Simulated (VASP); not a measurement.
```
KI
1.0
    4.22825     0.00000     0.00000
    0.00000     4.22825     0.00000
    0.00000     0.00000     4.22825
K I
1 1
Cartesian
  0.00000   0.00000   0.00000
  2.11412   2.11412   2.11412
```

Method: PBEsol GGA, VASP's PBE PAW potentials (set 64) (plane waves; VASP). Run with 400 eV cut-off, 7×7×7 Γ-centred mesh, tetrahedra with Blöchl corrections, potentials K_sv I.

Task: The job: KI (relaxed from the CsCl type structure, space group Pm-3m), 2 atoms, PBEsol, static run, 400 eV, 7×7×7 Γ-centred mesh. Roughly how much core time does it take on a busy server core?

Result: About 9 core-seconds (one run on a shared machine, a rough figure). It had 20 irreducible k-points, 12 bands, up to 1388 plane waves and 14 electronic steps.

The structure was generated: KI was put into the CsCl type type (Pm-3m), which need not be its known phase. It was relaxed first, which changed the volume by -14 %.
